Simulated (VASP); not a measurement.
ZnS (wurtzite):

```xyz
4
Lattice="1.9100 -3.3082 0.0000 1.9100 3.3082 0.0000 0.0000 0.0000 6.2600" Properties=species:S:1:pos:R:3 pbc="T T T"
Zn     1.9100    -1.1027     3.1300
Zn     1.9100     1.1027     0.0000
S      1.9100    -1.1027     5.4775
S      1.9100     1.1027     2.3475
```

The lowest empty band near Γ, direction a*, from mBJ (TB09) with spin-orbit coupling in VASP (PAW); its two spin partners are averaged. The gap over the points computed is 3.76 eV, and the next band on that side lies 0.74 eV away at the edge.

Numerical set-up: 400 eV cut-off, 8×8×4 Γ-centred mesh, Gaussian smearing of 0.050 eV, potentials Zn S.

| distance from the edge in k (1/Å) | distance in energy (meV) |
|---|---|
| 0.018 | 4.4 |
| 0.025 | 8.4 |
| 0.035 | 16.6 |
| 0.050 | 33.6 |
| 0.070 | 65.0 |

Fit E(1 + αE) = ħ²k²/2m* (ħ²/2m0 = 3.810 eV Å²) and predict the row at 0.095 1/Å.

Least squares on the energies gives the electron mass m* = 0.280 m0 and α = 0.41 per eV, and so 117.3 meV. The run gave 117.5 meV, +0.2 meV from the fit.

Left out are points under 3 meV from the edge, since the levels carry 0.1 meV, and points farther than half the way to the next band.

The compound is ZnS in the wurtzite structure, the high-temperature form. The cell was not relaxed at this level.
